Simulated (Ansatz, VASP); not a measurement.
# Ga12Ge13O44 (amorphous 32Ga2O3-68GeO2 (mol %)) in two plane-wave programs

Aim: how closely do two programs agree when they are given the same cell, functional and k mesh? The cell is taken from a series of runs on this material, whose earlier steps may have relaxed, scaled, displaced or heated it; both programs get it as it stands.

Main program and level: Ansatz 0.2.0; plane waves, with VASP 6.6.1 beside it; PBE.

## 1. The starting structure

The cell holds 69 atoms: 12 Ga, 13 Ge and 44 O. Its edges and angles: a = 9.602 Å, b = 9.602 Å, c = 9.602 Å, α = 90.0°, β = 90.0°, γ = 90.0°. As first built, before any earlier steps moved the atoms or strained the cell (in the runner's words): 69 atoms (12 Fe, 13 Ge, 44 O) placed at random at 4.43 g/cm^3, melted at 5000 K for 10 ps at fixed volume with the Morse and Coulomb pair potential with partial charges (Pedone, Malavasi, Menziani, Cormack and Segre, J. Phys. Chem. B 110, 11780 (2006)). Quenched from 5000 K to 300 K at 20 K/ps and fixed volume, held 5 ps, then minimised at fixed cell. Then Fe was replaced by Ga and the cell scaled by 1.006 (the potential has no terms for the new elements, so the cell is a start for a DFT relaxation). The cell carries charge +1.

## 2. Ansatz: single point, PBE, pair 1

Ansatz runs on its PAW soft_1 files.

With cell and atoms fixed, the geometry can't cause a difference; cores, projectors, grids and the points listed under the comparison can.

Input file input.yaml:

```yaml
crystal:
  lattice:
    - [9.60207, 0.0, 0.0]
    - [0.0, 9.60207, 0.0]
    - [0.0, 0.0, 9.60207]
  atoms:
    - { symbol: Ga, position: [0.67192, 0.75141, 0.29045] }
    - { symbol: Ga, position: [0.17918, 0.58168, 0.5727] }
    - { symbol: Ga, position: [0.16643, 0.73527, 0.92483] }
    - { symbol: Ga, position: [0.33592, 0.59168, 0.22783] }
    - { symbol: Ga, position: [0.73601, 0.1343, 0.0764] }
    - { symbol: Ga, position: [0.48073, 0.25647, 0.21999] }
    - { symbol: Ga, position: [0.62776, 0.91327, 0.79143] }
    - { symbol: Ga, position: [0.17124, 0.35528, 0.32681] }
    - { symbol: Ga, position: [0.88165, 0.83356, 0.03735] }
    - { symbol: Ga, position: [0.5325, 0.69934, 0.02484] }
    - { symbol: Ga, position: [0.39612, 0.97356, 0.06945] }
    - { symbol: Ga, position: [0.90364, 0.44575, 0.95389] }
    - { symbol: Ge, position: [0.96832, 0.5922, 0.22214] }
    - { symbol: Ge, position: [0.21771, 0.42263, 0.88128] }
    - { symbol: Ge, position: [0.76946, 0.19081, 0.78682] }
    - { symbol: Ge, position: [0.75849, 0.34665, 0.35443] }
    - { symbol: Ge, position: [0.24621, 0.92533, 0.64003] }
    - { symbol: Ge, position: [0.53642, 0.44272, 0.82225] }
    - { symbol: Ge, position: [0.07993, 0.04979, 0.19168] }
    - { symbol: Ge, position: [0.87026, 0.6756, 0.72638] }
    - { symbol: Ge, position: [0.45262, 0.97837, 0.39201] }
    - { symbol: Ge, position: [0.0909, 0.23248, 0.64279] }
    - { symbol: Ge, position: [0.52167, 0.54709, 0.50273] }
    - { symbol: Ge, position: [0.76068, 0.03559, 0.49802] }
    - { symbol: Ge, position: [0.00342, 0.8179, 0.44714] }
    - { symbol: O, position: [0.22928, 0.88424, 0.8137] }
    - { symbol: O, position: [0.4664, 0.53, 0.67682] }
    - { symbol: O, position: [0.89487, 0.92401, 0.551] }
    - { symbol: O, position: [0.70014, 0.80965, 0.1029] }
    - { symbol: O, position: [0.4087, 0.87583, 0.24586] }
    - { symbol: O, position: [0.13841, 0.55631, 0.29324] }
    - { symbol: O, position: [0.74259, 0.03379, 0.89753] }
    - { symbol: O, position: [0.14523, 0.37538, 0.52719] }
    - { symbol: O, position: [0.19201, 0.57843, 0.77402] }
    - { symbol: O, position: [0.63894, 0.68127, 0.4679] }
    - { symbol: O, position: [0.88629, 0.73967, 0.31457] }
    - { symbol: O, position: [0.39218, 0.38984, 0.92745] }
    - { symbol: O, position: [0.34684, 0.57972, 0.44245] }
    - { symbol: O, position: [0.04839, 0.7416, 0.09503] }
    - { symbol: O, position: [0.90339, 0.4531, 0.34723] }
    - { symbol: O, position: [0.90923, 0.20541, 0.66544] }
    - { symbol: O, position: [0.17801, 0.78559, 0.53163] }
    - { symbol: O, position: [0.21113, 0.0263, 0.06515] }
    - { symbol: O, position: [0.33892, 0.38697, 0.22633] }
    - { symbol: O, position: [0.95561, 0.78123, 0.85694] }
    - { symbol: O, position: [0.52621, 0.1198, 0.0837] }
    - { symbol: O, position: [0.84197, 0.55801, 0.09464] }
    - { symbol: O, position: [0.48966, 0.86827, 0.92267] }
    - { symbol: O, position: [0.90412, 0.01772, 0.11899] }
    - { symbol: O, position: [0.87291, 0.49914, 0.77341] }
    - { symbol: O, position: [0.53391, 0.62126, 0.20994] }
    - { symbol: O, position: [0.06585, 0.22092, 0.25103] }
    - { symbol: O, position: [0.62627, 0.56239, 0.92622] }
    - { symbol: O, position: [0.64453, 0.94792, 0.37681] }
    - { symbol: O, position: [0.09264, 0.45113, 0.01051] }
    - { symbol: O, position: [0.41888, 0.92617, 0.56871] }
    - { symbol: O, position: [0.1666, 0.07961, 0.57559] }
    - { symbol: O, position: [0.67773, 0.29265, 0.19433] }
    - { symbol: O, position: [0.6197, 0.29501, 0.75785] }
    - { symbol: O, position: [0.09946, 0.92835, 0.32857] }
    - { symbol: O, position: [0.82001, 0.17995, 0.40672] }
    - { symbol: O, position: [0.97094, 0.65488, 0.56705] }
    - { symbol: O, position: [0.69911, 0.7485, 0.72289] }
    - { symbol: O, position: [0.60099, 0.38809, 0.44421] }
    - { symbol: O, position: [0.17, 0.26337, 0.80269] }
    - { symbol: O, position: [0.32221, 0.67234, 0.04188] }
    - { symbol: O, position: [0.6665, 0.06008, 0.65505] }
    - { symbol: O, position: [0.41692, 0.15478, 0.37225] }
    - { symbol: O, position: [0.83144, 0.26619, 0.95249] }
total_charge: 1
kpoints:
  mp_grid: { grid: [1, 1, 1] }
hamiltonian:
  xc: pbe
  pseudopotentials: { kind: paw, azcp: { folder: soft_1 } }
scf:
  occupations: { method: fermi_dirac, width: 0.01 }
  lower_state_search: "off"
output:
  forces: true
  stress: true
  populations: true
  dos:
    method: { smearing: { sigma: 0.15 } }
    de: 0.1
    projected: { site_lists: { Ga: [Ga], Ge: [Ge], O: [O] } }
  eigenvalues: true
  write_density: true
  write_potential: true
  volumetric_format: npy
magnetization:
  spin_polarized: true
  initial_magnetization: 1
```

Launch:

```
ansatz run input.yaml --threads 4 --pin off --max-ram 8192MiB --backend cpu --events-out ev --progress --plain --runs-dir out
```

Numbers of over 12 decimals in the logs are rounded to 6 here.

Output:

```text
Engine: ansatz 0.2.0, aarch64-unknown-linux-gnu
Pseudopotentials: kind: paw
Pseudopotential: Ga, paw, valence charge 13, recommended cutoff 420 eV (normal), soft_1/Ga.paw.azcp
Pseudopotential: Ge, paw, valence charge 14, recommended cutoff 420 eV (normal), soft_1/Ge.paw.azcp
Pseudopotential: O, paw, valence charge 6, recommended cutoff 420 eV (normal), soft_1/O.paw.azcp
Functional definition: PBE
  parameter kappa = 0.804
  parameter beta = 0.066725
  exchange = pbe_x(kappa = kappa, mu = beta*pi^2/3)
  correlation = pbe_c(beta = beta)
Crystal: 69 atoms, lattice volume = 885.308 Å³
Basis set: ecut = 420 eV, 17269 PW (Γ), exchange–correlation on 144×144×144 points (8 copies of the dense FFT grid, shifted against one another)
Bands: 370, of which v1, the nominal top of the filled ones, is band 301 counted from 1 (300 counted from 0)
Symmetry: 1 space group operations
Space group: P1 (ITA 1), of the structure as read, at distance tolerance 9.6e-5 Å
Magnetic group: BNS 1.1 (UNI 1), of the structure as read, at distance tolerance 9.6e-5 Å
k-points: 1
Non-local potential: Ga, projectors of the file, l = 0: 2, l = 1: 2, l = 2: 3, l = 3: 1
Non-local potential: Ge, projectors of the file, l = 0: 2, l = 1: 2, l = 2: 3, l = 3: 1
Non-local potential: O, projectors of the file, l = 0: 2, l = 1: 2, l = 2: 1
PAW form: soft (Blöchl's): semilocal exchange-correlation on the pseudo side does not see the compensation charge
PAW one-centre angular grid: Ga, 590 points (default); XC on 64 Gauss nodes
PAW one-centre angular grid: Ge, 590 points (default); XC on 64 Gauss nodes
PAW one-centre angular grid: O, 110 points (default); XC on 64 Gauss nodes
Initial density: superposition of atomic densities (chi_scale 0.1, normalization cell, long waves kept (reshape's long-wave potential 0.53 eV rms))
Starting moments: Σ|m| = 1 μB on 69 of 69 sites
Initial wavefunctions: pseudopotential atomic-orbital guess
Functional: x = pbe(κ = 0.804, μ = 0.219515), c = pbe(β = 0.066725)
SCF iter   1: F=—  HF=-126224.120271 eV  |F-HF|=—  |Δ(HF+E_count)|=         —  Δρ=5.73e-2 (↑5.48e-2 ↓5.73e-2)  dr2=7.35e1  dr2_m=3.83e-1  M=1.000 μB ∫|m|=1.067 μB  β_m=1.00  ethr=3.10e-3  ⟨swp⟩=6.0  Hψ=2962  notcnv=0
preconditioner: auto → Resta (q_TF=auto, 2.558 Å⁻¹)  ε∞=3.3  [insulator: Δε(μ)=0.120 eV  Ē_g=20.152 eV  σ=0.010 eV  W_gap=0.99  n_scr=250 (ndim 8)  ℏωp=30.6 eV  f_vac=0.074  D(μ)=0.57/eV (n_scr^D=0)  ε∞_Penn≈3.3]
spin=Collinear: Resta preconditioning applied to the charge; magnetization (m = ρ↑ − ρ↓) channel mixes plain (no charge-response kernel on spin).
SCF iter   2: F=—  HF=-126210.155520 eV  |F-HF|=—  |Δ(HF+E_count)|=         —  Δρ=3.77e-2 (↑3.49e-2 ↓3.77e-2)  dr2=2.84e1  dr2_m=3.38e-1  M=0.336 μB ∫|m|=0.534 μB  β_m=0.30  ethr=3.10e-3  ⟨swp⟩=2.0  Hψ=1244  notcnv=0  defer=124
Mixer restart at iter 2: flushing history
preconditioner: auto → Kerker (q_TF=auto, 2.558 Å⁻¹)  [metal: Δε(μ)=0.014 eV  Ē_g=19.796 eV  σ=0.010 eV  W_gap=0.34  n_scr=250 (ndim 8)  ℏωp=30.6 eV  f_vac=0.081  D(μ)=44.35/eV (n_scr^D=436)]
spin=Collinear: Kerker preconditioning applied to the charge; magnetization (m = ρ↑ − ρ↓) channel mixes plain (no charge-response kernel on spin).
SCF iter   3: F=—  HF=-126206.374228 eV  |F-HF|=—  |Δ(HF+E_count)|=    3.78e0  Δρ=2.72e-2 (↑2.54e-2 ↓2.72e-2)  dr2=1.73e1  dr2_m=1.83e-1  M=0.387 μB ∫|m|=0.544 μB  β_m=0.30  ethr=3.10e-3  ⟨swp⟩=2.0  Hψ=630  notcnv=0  defer=124
SCF iter   4: F=—  HF=-126203.895556 eV  |F-HF|=—  |Δ(HF+E_count)|=    2.48e0  Δρ=1.96e-2 (↑1.63e-2 ↓1.96e-2)  dr2=9.80e0  dr2_m=3.13e-1  M=0.927 μB ∫|m|=1.057 μB  β_m=0.30  ethr=2.87e-3  ⟨swp⟩=2.0  Hψ=748  notcnv=0  defer=124
SCF iter   5: F=—  HF=-126201.778380 eV  |F-HF|=—  |Δ(HF+E_count)|=    2.12e0  Δρ=9.69e-3 (↑7.62e-3 ↓9.69e-3)  dr2=3.75e0  dr2_m=1.55e-1  M=1.000 μB ∫|m|=1.092 μB  β_m=0.30  ethr=1.63e-3  ⟨swp⟩=2.0  Hψ=880  notcnv=0  defer=124
SCF iter   6: F=—  HF=-126201.724347 eV  |F-HF|=—  |Δ(HF+E_count)|=   5.40e-2  Δρ=1.31e-2 (↑4.93e-3 ↓1.31e-2)  dr2=3.44e0  dr2_m=2.21e-1  M=0.768 μB ∫|m|=0.919 μB  β_m=0.30  ethr=6.24e-4  ⟨swp⟩=3.0  Hψ=1159  notcnv=0  defer=124
SCF iter   7: F=—  HF=-126201.620891 eV  |F-HF|=—  |Δ(HF+E_count)|=   1.03e-1  Δρ=5.39e-3 (↑3.91e-3 ↓5.39e-3)  dr2=1.29e0  dr2_m=7.33e-2  M=1.000 μB ∫|m|=1.103 μB  β_m=0.30  ethr=5.73e-4  ⟨swp⟩=2.0  Hψ=744  notcnv=0  defer=124
SCF iter   8: F=—  HF=-126201.658375 eV  |F-HF|=—  |Δ(HF+E_count)|=   3.75e-2  Δρ=7.28e-3 (↑3.21e-3 ↓7.28e-3)  dr2=1.51e0  dr2_m=9.13e-2  M=1.000 μB ∫|m|=1.121 μB  β_m=0.30  ethr=2.15e-4  ⟨swp⟩=2.5  Hψ=750  notcnv=0  defer=124
SCF iter   9: F=—  HF=-126201.530332 eV  |F-HF|=—  |Δ(HF+E_count)|=   1.28e-1  Δρ=5.83e-3 (↑2.80e-3 ↓5.83e-3)  dr2=9.84e-1  dr2_m=4.78e-2  M=1.000 μB ∫|m|=1.117 μB  β_m=0.30  ethr=2.15e-4  ⟨swp⟩=3.0  Hψ=639  notcnv=0  defer=124
[...]
k-point 0 ↓: bands = [... 297 lower, 5.1606, 5.2255, 5.3642, 5.4328, 7.1346, 9.0546, 9.4665, 9.5028, ... 65 higher]
--- Löwdin populations: 69 sites ---
  site symbol       q [e]    m [muB]
     0     Ga     11.9282    -0.0060
     1     Ga     11.9131    -0.0009
     2     Ga     11.9304    -0.0056
     3     Ga     11.9179    -0.0029
     4     Ga     11.8861    -0.0004
     5     Ga     11.8884    -0.0004
     6     Ga     11.8709    -0.0047
     7     Ga     11.8775    -0.0003
     8     Ga     11.9266    -0.0055
     9     Ga     11.9281    -0.0077
    10     Ga     11.8936    -0.0010
    11     Ga     11.9167    -0.0027
    12     Ge     12.5635    -0.0059
    13     Ge     12.5169    -0.0012
    14     Ge     12.5099    -0.0004
    15     Ge     12.4988    -0.0006
    16     Ge     12.5046     0.0000
    17     Ge     12.4942    -0.0051
    18     Ge     12.5087    -0.0026
    19     Ge     12.5313    -0.0055
    20     Ge     12.5326    -0.0008
    21     Ge     12.4696    -0.0003
    22     Ge     12.5056    -0.0043
    23     Ge     12.5042    -0.0004
[...]
61      O      6.6298     0.0062
    62      O      6.6015     0.1786
    63      O      6.6581     0.0055
    64      O      6.6514     0.0047
    65      O      6.6652     0.0094
    66      O      6.6329     0.0025
    67      O      6.6802     0.0044
    68      O      6.6676     0.0015
  spilling = 0.004541 (of n_electrons = 601.000000)
```

## 3. VASP: single point, PBE, pair 1

The same cell, functional, mesh and smearing now go to VASP, with its own data sets.

Lines of VASP's logs that name or quote its potential files are left out, and so is its time.

Input file INCAR:

```
SYSTEM = Ga12Ge13O44
PREC = Accurate
ENCUT = 600
EDIFF = 1E-06
NELM = 200
ISMEAR = -1
SIGMA = 0.01
LREAL = Auto
ALGO = Normal
GGA = PE
NELECT = 601
NBANDS = 352
ISPIN = 2
MAGMOM = 0 -0 -0 -0 -0 0 0 0 -0 0 0 0 -0 -0 -0 -0 0 -0 -0 -0 -0 -0 -0 0 -0 -0 0.01 0.01 -0 0.01 0 0 -0 -0 0.09 0 0.01 0 0.15 0 0 0 0.01 0 0.02 0 0.06 0 -0 0.01 0.09 0 0.14 0 0.01 -0 0 0 0 0.04 0 0 0.14 0 0 0.01 0 0 0
LORBIT = 11
LWAVE = .FALSE.
LCHARG = .FALSE.
ISIF = 2
LASPH = .TRUE.
GGA_COMPAT = .FALSE.
NCORE = 2
```

Input file POSCAR:

```
Ga12Ge13O44
1.0
    9.6020700000      0.0000000000      0.0000000000
    0.0000000000      9.6020700000      0.0000000000
    0.0000000000      0.0000000000      9.6020700000
Ga Ge O
12 13 44
Direct
    0.6719200000      0.7514100000      0.2904500000
    0.1791800000      0.5816800000      0.5727000000
    0.1664300000      0.7352700000      0.9248300000
    0.3359200000      0.5916800000      0.2278300000
    0.7360100000      0.1343000000      0.0764000000
    0.4807300000      0.2564700000      0.2199900000
    0.6277600000      0.9132700000      0.7914300000
    0.1712400000      0.3552800000      0.3268100000
    0.8816500000      0.8335600000      0.0373500000
    0.5325000000      0.6993400000      0.0248400000
    0.3961200000      0.9735600000      0.0694500000
    0.9036400000      0.4457500000      0.9538900000
    0.9683200000      0.5922000000      0.2221400000
    0.2177100000      0.4226300000      0.8812800000
    0.7694600000      0.1908100000      0.7868200000
    0.7584900000      0.3466500000      0.3544300000
    0.2462100000      0.9253300000      0.6400300000
    0.5364200000      0.4427200000      0.8222500000
    0.0799300000      0.0497900000      0.1916800000
    0.8702600000      0.6756000000      0.7263800000
    0.4526200000      0.9783700000      0.3920100000
    0.0909000000      0.2324800000      0.6427900000
    0.5216700000      0.5470900000      0.5027300000
    0.7606800000      0.0355900000      0.4980200000
    0.0034200000      0.8179000000      0.4471400000
    0.2292800000      0.8842400000      0.8137000000
    0.4664000000      0.5300000000      0.6768200000
    0.8948700000      0.9240100000      0.5510000000
    0.7001400000      0.8096500000      0.1029000000
    0.4087000000      0.8758300000      0.2458600000
    0.1384100000      0.5563100000      0.2932400000
    0.7425900000      0.0337900000      0.8975300000
    0.1452300000      0.3753800000      0.5271900000
    0.1920100000      0.5784300000      0.7740200000
    0.6389400000      0.6812700000      0.4679000000
    0.8862900000      0.7396700000      0.3145700000
    0.3921800000      0.3898400000      0.9274500000
    0.3468400000      0.5797200000      0.4424500000
    0.0483900000      0.7416000000      0.0950300000
    0.9033900000      0.4531000000      0.3472300000
    0.9092300000      0.2054100000      0.6654400000
    0.1780100000      0.7855900000      0.5316300000
    0.2111300000      0.0263000000      0.0651500000
    0.3389200000      0.3869700000      0.2263300000
    0.9556100000      0.7812300000      0.8569400000
    0.5262100000      0.1198000000      0.0837000000
    0.8419700000      0.5580100000      0.0946400000
    0.4896600000      0.8682700000      0.9226700000
    0.9041200000      0.0177200000      0.1189900000
    0.8729100000      0.4991400000      0.7734100000
    0.5339100000      0.6212600000      0.2099400000
    0.0658500000      0.2209200000      0.2510300000
    0.6262700000      0.5623900000      0.9262200000
    0.6445300000      0.9479200000      0.3768100000
    0.0926400000      0.4511300000      0.0105100000
    0.4188800000      0.9261700000      0.5687100000
    0.1666000000      0.0796100000      0.5755900000
    0.6777300000      0.2926500000      0.1943300000
    0.6197000000      0.2950100000      0.7578500000
    0.0994600000      0.9283500000      0.3285700000
    0.8200100000      0.1799500000      0.4067200000
    0.9709400000      0.6548800000      0.5670500000
    0.6991100000      0.7485000000      0.7228900000
    0.6009900000      0.3880900000      0.4442100000
    0.1700000000      0.2633700000      0.8026900000
    0.3222100000      0.6723400000      0.0418800000
    0.6665000000      0.0600800000      0.6550500000
    0.4169200000      0.1547800000      0.3722500000
    0.8314400000      0.2661900000      0.9524900000
```

Input file KPOINTS:

```
Automatic mesh
0
Gamma
1 1 1
0 0 0
```

Potentials, in the order of the species: Ga_d, Ge_d and O (PBE family, release 64).

Launch:

```
mpirun -np 8 vasp_gam
```

Output:

```text
[banner, memory and clock lines left out]
running    8 mpi-ranks, on    1 nodes
[...]
LDA part: xc-table for (Slater+PW92), standard interpolation
 POSCAR, INCAR and KPOINTS ok, starting setup
[...]
entering main loop
       N       E                     dE             d eps       ncg     rms          rms(c)
DAV:   1     0.198811929957E+05    0.19881E+05   -0.22107E+05  1680   0.471E+03
DAV:   2     0.499634968209E+04   -0.14885E+05   -0.13737E+05  1408   0.137E+03
DAV:   3     0.432364315075E+03   -0.45640E+04   -0.43178E+04  1672   0.445E+02
DAV:   4    -0.392591249103E+03   -0.82496E+03   -0.79518E+03  1640   0.197E+02
DAV:   5    -0.486659245592E+03   -0.94068E+02   -0.92774E+02  2112   0.683E+01BRMIX: very serious problems
 the old and the new charge density differ
 old charge density:   602.00000 new  601.00000
    0.492E+01
DAV:   6    -0.418485949839E+03    0.68173E+02   -0.28007E+02  2400   0.932E+01    0.160E+01
DAV:   7    -0.421560202662E+03   -0.30743E+01   -0.46899E+01  1768   0.159E+01    0.114E+01
DAV:   8    -0.421356255679E+03    0.20395E+00   -0.55436E+00  2024   0.105E+01    0.942E+00
DAV:   9    -0.420989184317E+03    0.36707E+00   -0.18120E+00  1824   0.638E+00    0.482E+00
[...]
DAV:  23    -0.421068082173E+03   -0.17283E-04   -0.20982E-05  1640   0.157E-02    0.236E-02
DAV:  24    -0.421068083623E+03   -0.14503E-05   -0.26782E-06  1200   0.730E-03    0.218E-02
DAV:  25    -0.421068082910E+03    0.71379E-06   -0.97213E-07   896   0.771E-03
   1 F= -.42106808E+03 E0= -.42106153E+03  d E =-.131111E-01  mag=     0.2760
```

Parts of OUTCAR (step 3):

```text
  FREE ENERGIE OF THE ION-ELECTRON SYSTEM (eV)
  ---------------------------------------------------
  free  energy   TOTEN  =      -421.0680829097 eV

  energy  without entropy=     -421.0549718461  energy(sigma->0) =     -421.06152738

 magnetization (x)
# of ion       s       p       d       tot
------------------------------------------
    1       -0.003  -0.001   0.004   0.000
    2       -0.000  -0.000  -0.000  -0.001
    3        0.001   0.002  -0.000   0.002
    4       -0.001  -0.001   0.000  -0.002
    5        0.000   0.000  -0.000   0.000
    6       -0.000  -0.000   0.000  -0.000
    7       -0.001  -0.001   0.002  -0.001
    8        0.000   0.000   0.000   0.000
    9        0.001   0.002  -0.000   0.002
   10       -0.002  -0.003   0.002  -0.003
   11       -0.000  -0.000   0.000  -0.000
   12        0.001   0.001  -0.002  -0.000
   13        0.001   0.002   0.001   0.004
[...]
--------------------------------------------------
tot         -0.003   0.229   0.012   0.239

[... 1 further part left out ...]
```

The run ends at a pressure of -1.80 GPa, with forces up to 0.11 eV/Å.

## 4. Differences

Known differences besides the potentials themselves: VASP starts from the moments at which Ansatz ended; the cutoff is 420 eV in Ansatz and 600 eV in VASP (PREC = Accurate, projectors in real space); site moments are counted in spheres of each program's own size. Total energies have different zeros and are not compared.

The two programs side by side:

| quantity | Ansatz | VASP | difference |
| --- | --- | --- | --- |
| total moment (μB) | 1.00 | 0.28 | +0.72 |
| moment on O53 (μB) | 0.14 | 0.14 | 0.00 |
| moment on O39 (μB) | 0.15 | -0.13 | +0.29 |
| moment on O63 (μB) | 0.14 | 0.13 | +0.01 |
| moment on O35 (μB) | 0.09 | 0.09 | 0.00 |
| moment on O51 (μB) | 0.09 | 0.09 | 0.00 |
| moment on O47 (μB) | 0.06 | -0.06 | +0.12 |

Forces on 8 of the 69 atoms, those with the largest forces and the largest differences (eV/Å; atoms numbered as in POSCAR):

| atom | Ansatz x, y, z | VASP x, y, z |
| --- | --- | --- |
| Ge14 | -0.018, -0.032, -0.003 | -0.015, -0.075, 0.036 |
| Ge21 | 0.001, 0.012, 0.042 | 0.007, 0.030, 0.075 |
| O40 | -0.038, -0.019, -0.005 | -0.076, -0.046, -0.010 |
| O45 | 0.000, -0.004, -0.015 | 0.029, -0.006, -0.106 |
| O47 | -0.011, 0.020, -0.002 | 0.001, 0.016, 0.094 |
| O53 | 0.001, 0.036, 0.009 | -0.043, -0.010, -0.050 |
| O63 | 0.007, -0.007, -0.012 | 0.036, -0.059, 0.041 |
| O65 | 0.000, 0.024, -0.016 | -0.009, 0.056, -0.061 |

The forces differ by 28 meV/Å r.m.s., which is 89.8 % of the r.m.s. force of 0.031 eV/Å (both taken over all components). VASP's last cycles still show a density residual of 2e-03, so its state may not be settled. The cell carries a charge of +1 e against a uniform background, so its pressure also hangs on how the neutralising background is counted, and in a defect's cell a gap may be the spacing between its levels. The two runs ended with unlike total or site moments, perhaps in different magnetic states; the other differences may follow from that, so they don't measure the programs' precision.

(Part 1 of 2 ends here.)

[Lines on the potential files, build, host, timing and source positions are cut from VASP's logs without a mark.]

[Logs are printed without paths, hosts, clocks, repeated set-up lines and the standing remarks that a program may print on its own settings, such as how far it seeks lower states.]

[Hosts, paths, dates, database ids (printed as entryN), source tags and the programs' standing remarks are cut or masked in the printed files.]
